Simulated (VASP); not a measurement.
A VASP calculation is set up with these files.

### KPOINTS
```
Automatic mesh
0
Gamma
4 4 3
0 0 0
```

### INCAR
```
SYSTEM = HoAs
PREC = Accurate
ENCUT = 400
EDIFF = 1E-6
NELM = 100
ALGO = Normal
LREAL = .FALSE.
LASPH = .TRUE.
ISMEAR = 0
SIGMA = 0.05
GGA = PE
LMAXMIX = 6
LWAVE = .FALSE.
LCHARG = .FALSE.
ISIF = 2
NBANDS = 12
```

### POSCAR
```
HoAs
1
    4.5070820000     0.0000000000     0.0000000000
   -2.2535410000     3.9032480000     0.0000000000
    0.0000000000     0.0000000000     7.3815600000
Ho As
2 2
Direct
  0.6666670000   0.3333330000   0.0000000000
  0.3333330000   0.6666670000   0.5000000000
  0.6666670000   0.3333330000   0.6252000000
  0.3333330000   0.6666670000   0.1252000000
```

POTCAR, in this order: Ho_3 As (PBE.64 set). Program: vasp_std.

Does this input run properly? What does VASP do?

There is a fault: NBANDS is too small to hold all electrons. VASP stops with an error: The number of bands is not sufficient to hold all electrons. I am sorry, but this calculation does not make sense. If you want to calculate only selected states, you need to set either EFERMI or EREF. EREF specifies around which energy states are supposed to be calculated. I found NBANDS = 12, NELECT = 28. ----> I REFUSE TO CONTINUE WITH THIS SICK JOB ... BYE!!! <----

**standard output**
```
 POSCAR found type information on POSCAR HoAs
 POSCAR found :  2 types and       4 ions
 Reading from existing POTCAR
 Reading from existing POTCAR
 LDA part: xc-table for (Slater+PW92), standard interpolation

 -----------------------------------------------------------------------------
|                                                                             |
|     EEEEEEE  RRRRRR   RRRRRR   OOOOOOO  RRRRRR      ###     ###     ###     |
|     E        R     R  R     R  O     O  R     R     ###     ###     ###     |
|     E        R     R  R     R  O     O  R     R     ###     ###     ###     |
|     EEEEE    RRRRRR   RRRRRR   O     O  RRRRRR       #       #       #      |
|     E        R   R    R   R    O     O  R   R                               |
|     E        R    R   R    R   O     O  R    R      ###     ###     ###     |
|     EEEEEEE  R     R  R     R  OOOOOOO  R     R     ###     ###     ###     |
|                                                                             |
|     The number of bands is not sufficient to hold all electrons. I am       |
|     sorry, but this calculation does not make sense. If you want to         |
|     calculate only selected states, you need to set either EFERMI or        |
|     EREF. EREF specifies around which energy states are supposed to be      |
|     calculated.                                                             |
|     I found NBANDS = 12, NELECT = 28.                                       |
|                                                                             |
|       ---->  I REFUSE TO CONTINUE WITH THIS SICK JOB ... BYE!!! <----       |
|                                                                             |
 -----------------------------------------------------------------------------
```

To mend it, remove NBANDS.

The mended run (PBE GGA, plane waves, VASP's PBE PAW potentials (set 64)) converges, and its OSZICAR ends with
```
   1 F= -.22484767E+02 E0= -.22484767E+02  d E =-.685089E-18
```

The structure was generated: HoAs was put into the wurtzite type (P6_3mc), which need not be its known phase. The cell was not relaxed at this level. The 4f electrons are frozen in the core of the lanthanide potential, so 4f levels, which can set the real gap, and their magnetism are missing.
